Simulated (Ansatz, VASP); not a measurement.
# HfO2 in two plane-wave programs, part 2 of 3

Wanted: the spread between two codes on one cell, functional and k mesh. The structure shown is the start of the Ansatz relaxation below; VASP solves that cell, so the two are compared at the walk's first step.

VASP 6.6.1 and Ansatz 0.2.0.

So far: Set-up; Ansatz: relaxation, LDA.

## 3. VASP: single point, LDA, start cell, pair 1

Level of this step: LDA; plane waves and PAW (O, Hf_pv) (VASP).

The same cell, functional (in two slightly different forms) and mesh now go to VASP, with its own data sets.

Lines of VASP's logs that name or quote its potential files are left out, and so is its time.

INCAR

```
SYSTEM = HfO2
PREC = Accurate
ENCUT = 520
EDIFF = 1E-06
NELM = 120
ISMEAR = 0
SIGMA = 0.01
LREAL = .FALSE.
ALGO = Normal
GGA = CA
NBANDS = 56
LASPH = .TRUE.
LORBIT = 11
LWAVE = .FALSE.
LCHARG = .FALSE.
ISIF = 2
GGA_COMPAT = .FALSE.
EFERMI = MIDGAP
KPAR = 2
```

POSCAR

```
HfO2
1.0
    4.9468390000      0.0000000000     -0.0049120000
    0.0000000000      5.0378190000      0.0000000000
   -0.8346370000      0.0000000000      5.1944740000
O Hf
8 4
Direct
    0.4439438622      0.7586862490      0.4804062264
    0.5560560367      0.2586861497      0.0195937735
    0.5560559356      0.2413137510      0.5195937735
    0.4439439633      0.7413138503      0.9804062265
    0.0725702841      0.3379250029      0.3416593220
    0.9274296148      0.8379249036      0.1583406779
    0.9274297159      0.6620749971      0.6583406780
    0.0725701830      0.1620750964      0.8416593220
    0.2786577504      0.0428030463      0.2086428321
    0.7213421485      0.5428029471      0.2913571678
    0.7213420474      0.9571969537      0.7913571677
    0.2786578515      0.4571970529      0.7086428322
```

KPOINTS

```
Automatic mesh
0
Gamma
4 4 4
0 0 0
```

The projector-augmented-wave data sets are O and Hf_pv (LDA family, release 64).

Command:

```bash
$ mpirun -np 2 vasp_std
```

Numbers of over 12 decimals in the logs are rounded to 6 here.

The log of the run:

```text
[banner, memory and clock lines left out]
running    2 mpi-ranks, on    1 nodes
 distrk:  each k-point on    1 cores,    2 groups
 distr:  one band on    1 cores,    1 groups

 POSCAR found type information on POSCAR O Hf
 POSCAR found :  2 types and      12 ions
 LDA part: xc-table for (Slater(with rela. corr.)+CA(PZ))
 , standard interpolation
 POSCAR, INCAR and KPOINTS ok, starting setup
 FFT: planning ... GRIDC
 FFT: planning ... GRID_SOFT
 FFT: planning ... GRID
 WAVECAR not read
 entering main loop
       N       E                     dE             d eps       ncg     rms          rms(c)
DAV:   1     0.555904973182E+03    0.55590E+03   -0.50683E+04  3360   0.159E+03
DAV:   2    -0.119753553465E+03   -0.67566E+03   -0.65370E+03  4184   0.410E+02
DAV:   3    -0.153199043503E+03   -0.33445E+02   -0.33313E+02  3944   0.834E+01
DAV:   4    -0.153618576699E+03   -0.41953E+00   -0.41880E+00  4200   0.101E+01
DAV:   5    -0.153624794444E+03   -0.62177E-02   -0.62160E-02  4024   0.116E+00    0.128E+02
DAV:   6    -0.133452438599E+03    0.20172E+02   -0.10378E+02  3776   0.417E+01    0.103E+02
DAV:   7    -0.132957116385E+03    0.49532E+00   -0.54253E+00  4104   0.114E+01    0.500E+01
DAV:   8    -0.132872627912E+03    0.84488E-01   -0.29416E-01  3928   0.281E+00    0.749E+00
DAV:   9    -0.132849034595E+03    0.23593E-01   -0.94108E-02  3832   0.165E+00    0.413E+00
DAV:  10    -0.132847277064E+03    0.17575E-02   -0.10706E-02  4128   0.503E-01    0.467E-01
DAV:  11    -0.132847283488E+03   -0.64236E-05   -0.13025E-03  4080   0.196E-01    0.258E-01
DAV:  12    -0.132847319645E+03   -0.36157E-04   -0.31330E-04  3896   0.893E-02    0.276E-01
DAV:  13    -0.132847291721E+03    0.27924E-04   -0.13738E-04  3848   0.525E-02    0.224E-02
DAV:  14    -0.132847291469E+03    0.25238E-06   -0.13850E-05  4176   0.182E-02    0.418E-02
DAV:  15    -0.132847291478E+03   -0.96697E-08   -0.13802E-06  2408   0.562E-03
   1 F= -.13284729E+03 E0= -.13284729E+03  d E =0.000000E+00
```

Parts of OUTCAR (step 3):

```text
ion  position               nearest neighbor table
   1  0.444  0.759  0.480-   9 2.09  10 2.12  12 2.18  11 2.20
   2  0.556  0.259  0.020-  10 2.09   9 2.12  11 2.18  12 2.20
   3  0.556  0.241  0.520-  11 2.09  12 2.12  10 2.18   9 2.20
   4  0.444  0.741  0.980-  12 2.09  11 2.12   9 2.18  10 2.20
   5  0.073  0.338  0.342-   9 1.99  10 2.00  12 2.12
   6  0.927  0.838  0.158-  10 1.99   9 2.00  11 2.12
   7  0.927  0.662  0.658-  11 1.99  12 2.00  10 2.12
   8  0.073  0.162  0.842-  12 1.99  11 2.00   9 2.12
   9  0.279  0.043  0.209-   5 1.99   6 2.00   1 2.09   2 2.12   8 2.12   4 2.18   3 2.20  11 3.27
                            10 3.32  10 3.32  12 3.36  12 3.36  11 3.37  11 3.50  10 3.81  10 3.81
  10  0.721  0.543  0.291-   6 1.99   5 2.00   2 2.09   1 2.12   7 2.12   3 2.18   4 2.20  12 3.27
                             9 3.32   9 3.32  11 3.36  11 3.36  12 3.37  12 3.50   9 3.81   9 3.81
  11  0.721  0.957  0.791-   7 1.99   8 2.00   3 2.09   4 2.12   6 2.12   2 2.18   1 2.20   9 3.27
                            12 3.32  12 3.32  10 3.36  10 3.36   9 3.37   9 3.50  12 3.81  12 3.81
  12  0.279  0.457  0.709-   8 1.99   7 2.00   4 2.09   3 2.12   5 2.12   1 2.18   2 2.20  10 3.27
                            11 3.32  11 3.32   9 3.36   9 3.36  10 3.37  10 3.50  11 3.81  11 3.81

  LATTYP: Found a simple monoclinic cell.
 ALAT       =     4.9468414387
 B/A-ratio  =     1.0183910405
 C/A-ratio  =     1.0635272266
 COS(beta)  =    -0.1596233465

 Subroutine GETGRP returns: Found  4 space group operations
 (whereof  2 operations were pure point group operations)

The static configuration has the point symmetry S_2 .
 The point group associated with its full space group is C_2h.

 Found     30 irreducible k-points:

   k-points           NKPTS =     30   k-points in BZ     NKDIM =     30   number of bands    NBANDS=     56

   dimension x,y,z NGX =    40 NGY =   40 NGZ =   40
   dimension x,y,z NGXF=    80 NGYF=   80 NGZF=   80

   ENCUT  =  520.0 eV  38.22 Ry    6.18 a.u.   9.20  9.37  9.78*2*pi/ulx,y,z

   NELECT =      88.0000    total number of electrons

 k-points in reciprocal lattice and weights: Automatic mesh
   0.00000000  0.00000000  0.00000000       0.016
   0.25000000  0.00000000  0.00000000       0.031
   0.50000000  0.00000000  0.00000000       0.016
   0.00000000  0.25000000  0.00000000       0.031
   0.25000000  0.25000000  0.00000000       0.062
   0.50000000  0.25000000  0.00000000       0.031
   0.00000000  0.50000000  0.00000000       0.016
   0.25000000  0.50000000  0.00000000       0.031
   0.50000000  0.50000000  0.00000000       0.016
[...]
0.25000000  0.50000000  0.50000000       0.031
   0.50000000  0.50000000  0.50000000       0.016

 average (electrostatic) potential at core
       1 -71.3134       2 -71.3134       3 -71.3135       4 -71.3135       5 -70.8558
       6 -70.8558       7 -70.8558       8 -70.8558       9 -37.2194      10 -37.2193
      11 -37.2193      12 -37.2194

 E-fermi :   5.3359

 k-point     1 :       0.0000    0.0000    0.0000
  band No.  band energies     occupation
    ...
     40       2.3793      2.00000
     41       2.6932      2.00000
     42       2.9503      2.00000
     43       3.2437      2.00000
     44       3.3382      2.00000
     45       7.8413      0.00000
     46       8.7369      0.00000
     47       8.7511      0.00000
     48       8.9333      0.00000
     49       9.3291      0.00000
    ...

 k-point     2 :       0.2500    0.0000    0.0000
  band No.  band energies     occupation
    ...
     40       2.4790      2.00000
     41       2.5993      2.00000
     42       2.6950      2.00000
     43       2.9173      2.00000
     44       3.2973      2.00000
     45       7.7663      0.00000
     46       8.1599      0.00000
     47       8.7386      0.00000
     48       8.8599      0.00000
     49       9.5341      0.00000
    ...

 k-point     3 :       0.5000    0.0000    0.0000
  band No.  band energies     occupation
    ...
     40       2.5133      2.00000
     41       2.5205      2.00000
     42       2.6543      2.00000
     43       2.9803      2.00000
     44       3.2541      2.00000
     45       7.3337      0.00000
     46       8.5596      0.00000
     47       8.6526      0.00000
     48       8.6839      0.00000
     49       9.4666      0.00000
    ...

  Total        7.2574407      7.8424868      0.6658460      0.0000000      0.0000000      0.2065131
  in kB       89.8362176     97.0782107      8.2421731      0.0000000      0.0000000      2.5563227
  external PRESSURE =      65.0522005 kB  Pullay stress =       0.0000000 kB

  energy-cutoff  :      520.00
  volume of cell :      129.43
      direct lattice vectors                 reciprocal lattice vectors
     4.946839000  0.000000000 -0.004912000     0.202181549  0.000000000  0.032486100
     0.000000000  5.037819000  0.000000000     0.000000000  0.198498596  0.000000000
    -0.834637000  0.000000000  5.194474000     0.000191187  0.000000000  0.192542993

 POSITION                                       TOTAL-FORCE (eV/Angst)
 -----------------------------------------------------------------------------------
      1.79515      3.82212      2.49328        -0.085797      0.025168      0.001479
      2.73437      1.30321      0.09905         0.085797      0.025168     -0.001479
      2.31705      1.21569      2.69629         0.085797     -0.025168     -0.001479
      1.37784      3.73461      5.09051        -0.085797     -0.025168      0.001479
      0.07383      1.70241      1.77438         0.011961      0.013016      0.050318
      4.45569      4.22131      0.81794        -0.011961      0.013016     -0.050318
      4.03837      3.33541      3.41518        -0.011961     -0.013016     -0.050318
     -0.34349      0.81651      4.37162         0.011961     -0.013016      0.050318
      1.20433      0.21563      1.08242         0.181050     -0.045927      0.001922
      3.32519      2.73454      1.50990        -0.181050     -0.045927     -0.001922
      2.90787      4.82219      4.10714        -0.181050      0.045927     -0.001922
      0.78702      2.30328      3.67966         0.181050      0.045927      0.001922
 -----------------------------------------------------------------------------------
    total drift:                                0.001118      0.002199     -0.001626

  FREE ENERGIE OF THE ION-ELECTRON SYSTEM (eV)
  ---------------------------------------------------
  free  energy   TOTEN  =      -132.8472914784 eV

  energy  without entropy=     -132.8472914784  energy(sigma->0) =     -132.84729148

 total charge
# of ion       s       p       d       tot
------------------------------------------
    1        1.549   3.559   0.000   5.109
    2        1.549   3.559   0.000   5.109
    3        1.549   3.559   0.000   5.109
    4        1.549   3.559   0.000   5.109
    5        1.556   3.565   0.000   5.121
    6        1.556   3.565   0.000   5.121
    7        1.556   3.565   0.000   5.121
    8        1.556   3.565   0.000   5.121
    9        0.340   6.735   1.633   8.709
   10        0.340   6.735   1.633   8.709
   11        0.340   6.735   1.633   8.709
   12        0.340   6.735   1.633   8.709
--------------------------------------------------
tot         13.782  55.438   6.533  75.753

[... 3 further parts left out ...]
```

The run ends at a pressure of 6.51 GPa, with forces up to 0.19 eV/Å.

## 4. Comparison

Known differences besides the potentials themselves: the two LDA forms differ slightly; fixed occupations in Ansatz, narrow Gaussian smearing in VASP; the data sets hold 152 valence electrons in Ansatz (on its PAW soft_1 files) and 88 in VASP; the cutoff is 420 eV in Ansatz and 520 eV in VASP; VASP's log shows a relativistic correction to its local exchange, Ansatz's none. Total energies have different zeros and are not compared.

Forces on 7 of the 12 atoms, those with the largest forces and the largest differences (eV/Å; atoms numbered as in POSCAR):

```csv
atom,"Ansatz x, y, z","VASP x, y, z"
O1,"-0.125, 0.035, -0.004","-0.086, 0.025, 0.001"
O2,"0.125, 0.035, 0.004","0.086, 0.025, -0.001"
O3,"0.125, -0.035, 0.004","0.086, -0.025, -0.001"
Hf9,"0.205, -0.046, 0.063","0.181, -0.046, 0.002"
Hf10,"-0.205, -0.046, -0.063","-0.181, -0.046, -0.002"
Hf11,"-0.205, 0.046, -0.063","-0.181, 0.046, -0.002"
Hf12,"0.205, 0.046, 0.063","0.181, 0.046, 0.002"
```

The forces differ by 29 meV/Å r.m.s., which is 40.4 % of the r.m.s. force of 0.071 eV/Å (both taken over all components).

## 5. Further runs

Further runs change the set-up of one program: Ansatz's method, potentials or start, or VASP's data sets, cutoff or form of LDA. The table gives that difference for each run.

```
                         run  r.m.s. force difference (meV/Å)
                    as above                               29
VASP with a cutoff of 600 eV (perhaps on Ansatz's relaxed cell)                               30
```

## 6. Ansatz: relaxation, LDA

The two programs are compared at the cell with which this relaxation starts, whose forces are those of its first step. The cell compared in this pair holds 137.60 Å³, against 129.43 Å³ for the pair before.

The structure compared here is the start of the Ansatz relaxation; VASP solves that cell, so the two are compared at the walk's first step.

input.yaml

```yaml
crystal:
  lattice:
    - [5.1487239442, 0.0, -0.0172279704]
    - [0.0, 5.2434443621, 0.0]
    - [-0.8816751625, 0.0, 5.09984859]
  atoms:
    - { symbol: O, position: [0.4485883076, 0.7583012404, 0.4818537461] }
    - { symbol: O, position: [0.5514116924, 0.2583012404, 0.0181462539] }
    - { symbol: O, position: [0.5514116924, 0.2416987596, 0.5181462539] }
    - { symbol: O, position: [0.4485883076, 0.7416987596, 0.9818537461] }
    - { symbol: O, position: [0.0727824168, 0.3429656497, 0.3345470068] }
    - { symbol: O, position: [0.9272175832, 0.8429656497, 0.1654529932] }
    - { symbol: O, position: [0.9272175832, 0.6570343503, 0.6654529932] }
    - { symbol: O, position: [0.0727824168, 0.1570343503, 0.8345470068] }
    - { symbol: Hf, position: [0.2769078559, 0.0428202828, 0.2080283579] }
    - { symbol: Hf, position: [0.7230921441, 0.5428202828, 0.2919716421] }
    - { symbol: Hf, position: [0.7230921441, 0.9571797172, 0.7919716421] }
    - { symbol: Hf, position: [0.2769078559, 0.4571797172, 0.7080283579] }
kpoints:
  mp_grid: { grid: [4, 4, 4] }
hamiltonian:
  xc: lda
  pseudopotentials: { kind: paw, azcp: { folder: soft_1 }, xc_functional: pbe }
scf:
  occupations: { method: fixed }
output:
  forces: true
  stress: true
  eigenvalues: true
relax:
  adjacent_minimum: "off"
  f_tol: 0.001
  max_steps: 60
  cell: { stress_tol: 0.01, fix: [a, b, gamma] }
```

Command:

```bash
$ ansatz run input.yaml --threads 8 --pin off --max-ram 20480MiB --backend cpu --events-out ev --progress --plain --runs-dir out
```

The log of the run:

```text
[...]
Crystal: 12 atoms, lattice volume = 137.601 Å³
Basis set: ecut = 420 eV, 2695 PW (Γ)
Bands: 92, of which v1, the nominal top of the filled ones, is band 76 counted from 1 (75 counted from 0)
Symmetry: 4 space group operations
[...]
k-points: 30 of 64
[...]
- { symbol: O, position: [0.072347, 0.344526, 0.331933] }
    - { symbol: O, position: [0.927653, 0.844526, 0.168067] }
    - { symbol: O, position: [0.927653, 0.655474, 0.668067] }
    - { symbol: O, position: [0.072347, 0.155474, 0.831933] }
    - { symbol: Hf, position: [0.276118, 0.043031, 0.207712] }
    - { symbol: Hf, position: [0.723882, 0.543031, 0.292288] }
    - { symbol: Hf, position: [0.723882, 0.956969, 0.792288] }
    - { symbol: Hf, position: [0.276118, 0.456969, 0.707712] }
[key lines of the parts left out:]
SCF converged after 6 iterations
Free energy (F): -66375.070475 eV
Fermi energy:    12.838912 eV
P = ⅓ Tr σ = -5.6988 GPa (-56.988 kbar)
```

## 7. VASP: single point, LDA, start cell, pair 2

The same cell, functional (in two slightly different forms) and mesh now go to VASP, with its own data sets.

INCAR is that of step 3.

POSCAR

```
HfO2
1.0
    5.1487240000      0.0000000000     -0.0172280000
    0.0000000000      5.2434440000      0.0000000000
   -0.8816750000      0.0000000000      5.0998490000
O Hf
8 4
Direct
    0.4485883085      0.7583012234      0.4818537332
    0.5514115775      0.2583012234      0.0181461684
    0.5514116915      0.2416987766      0.5181462668
    0.4485881946      0.7416987766      0.9818536348
    0.0727824363      0.3429656157      0.3345469436
    0.9272176441      0.8429656157      0.1654529586
    0.9272175301      0.6570343843      0.6654528602
    0.0727823223      0.1570343843      0.8345468452
    0.2769079221      0.0428203295      0.2080284278
    0.7230921919      0.5428203295      0.2919716706
    0.7230920779      0.9571798612      0.7919715722
    0.2769078081      0.4571796705      0.7080283294
```

KPOINTS is that of step 3.

Command:

```bash
$ mpirun -np 2 vasp_std
```

The log of the run:

```text
[... set-up lines as in an earlier step ...]
 entering main loop
       N       E                     dE             d eps       ncg     rms          rms(c)
DAV:   1     0.542827306120E+03    0.54283E+03   -0.50223E+04  3360   0.157E+03
DAV:   2    -0.119625194224E+03   -0.66245E+03   -0.64368E+03  4200   0.400E+02
DAV:   3    -0.153498692061E+03   -0.33873E+02   -0.33729E+02  3936   0.824E+01
DAV:   4    -0.153953252122E+03   -0.45456E+00   -0.45371E+00  4216   0.104E+01
[...]
DAV:  13    -0.132744494027E+03    0.17663E-04   -0.11919E-04  3848   0.460E-02    0.341E-02
DAV:  14    -0.132744493506E+03    0.52132E-06   -0.11797E-05  4104   0.177E-02    0.352E-02
DAV:  15    -0.132744493593E+03   -0.87045E-07   -0.15766E-06  2456   0.591E-03
   1 F= -.13274449E+03 E0= -.13274449E+03  d E =0.000000E+00
```

OUTCAR, selected parts (step 7):

```text
  Total      -10.5530515    -11.2488705     -4.6622067      0.0000000      0.0000000     -0.5820209
  in kB     -122.8758057   -130.9776639    -54.2850009      0.0000000      0.0000000     -6.7768351
  external PRESSURE =    -102.7128235 kB  Pullay stress =       0.0000000 kB

 POSITION                                       TOTAL-FORCE (eV/Angst)
 -----------------------------------------------------------------------------------
      1.88482      3.97611      2.44965         0.152866     -0.007870      0.008134
      2.82307      1.35439      0.08304        -0.152866     -0.007870     -0.008134
      2.38223      1.26733      2.63297        -0.152866      0.007870     -0.008134
      1.44398      3.88906      4.99958         0.152866      0.007870      0.008134
      0.07978      1.79832      1.70488         0.005061     -0.009053      0.075614
      4.62811      4.42004      0.82781        -0.005061     -0.009053     -0.075614
      4.18727      3.44512      3.37774        -0.005061      0.009053     -0.075614
     -0.36106      0.82340      4.25481         0.005061      0.009053      0.075614
      1.24231      0.22453      1.05614        -0.175007      0.064016     -0.109626
      3.46558      2.84625      1.47655         0.175007      0.064016      0.109626
      3.02474      5.01892      4.02648         0.175007     -0.064016      0.109626
      0.80147      2.39720      3.60607        -0.175007     -0.064016     -0.109626
 -----------------------------------------------------------------------------------
    total drift:                               -0.000114      0.006190     -0.002154

  FREE ENERGIE OF THE ION-ELECTRON SYSTEM (eV)
  ---------------------------------------------------
  free  energy   TOTEN  =      -132.7444935927 eV

  energy  without entropy=     -132.7444935927  energy(sigma->0) =     -132.74449359

[... 1 part as in an earlier step ...]

[... 2 further parts left out ...]
[key lines of the parts left out:]
E-fermi :   4.8533
```

The run ends at a pressure of -10.27 GPa, with forces up to 0.22 eV/Å.

## 8. Side by side

What differs besides the data sets and the points named for the pairs above, as far as they apply: the data sets hold 152 valence electrons in Ansatz (on its PAW soft_1 files) and 88 in VASP. Total energies have different zeros and are not compared.

Forces on 7 of the 12 atoms, those with the largest forces and the largest differences (eV/Å; atoms numbered as in POSCAR):

```csv
atom,"Ansatz x, y, z","VASP x, y, z"
O1,"0.113, -0.012, 0.006","0.153, -0.008, 0.008"
O2,"-0.113, -0.012, -0.006","-0.153, -0.008, -0.008"
O3,"-0.113, 0.012, -0.006","-0.153, 0.008, -0.008"
Hf9,"-0.150, 0.050, -0.063","-0.175, 0.064, -0.110"
Hf10,"0.150, 0.050, 0.063","0.175, 0.064, 0.110"
Hf11,"0.150, -0.050, 0.063","0.175, -0.064, 0.110"
Hf12,"-0.150, -0.050, -0.063","-0.175, -0.064, -0.110"
```

The forces differ by 28 meV/Å r.m.s., which is 30.0 % of the r.m.s. force of 0.092 eV/Å (both taken over all components).

## 9. Other set-ups

Further runs change the set-up of one program: Ansatz's method, potentials or start, or VASP's data sets, cutoff or form of LDA. The table gives that difference for each run.

```csv
run,r.m.s. force difference (meV/Å)
as above,28
VASP with a cutoff of 600 eV (perhaps on Ansatz's relaxed cell),29
```

(Continued in part 3 of 3.)

[Lines on the potential files, build, host, timing and source positions are cut from VASP's logs without a mark.]

[Logs are printed without paths, hosts, clocks, repeated set-up lines and the standing remarks that a program may print on its own settings, such as how far it seeks lower states.]

[Hosts, paths, dates, database ids (printed as entryN), source tags and the programs' standing remarks are cut or masked in the printed files.]

[Rows of further runs with another cutoff or data set may stand on the cell that Ansatz relaxed, not on the start cell of the pair above them.]
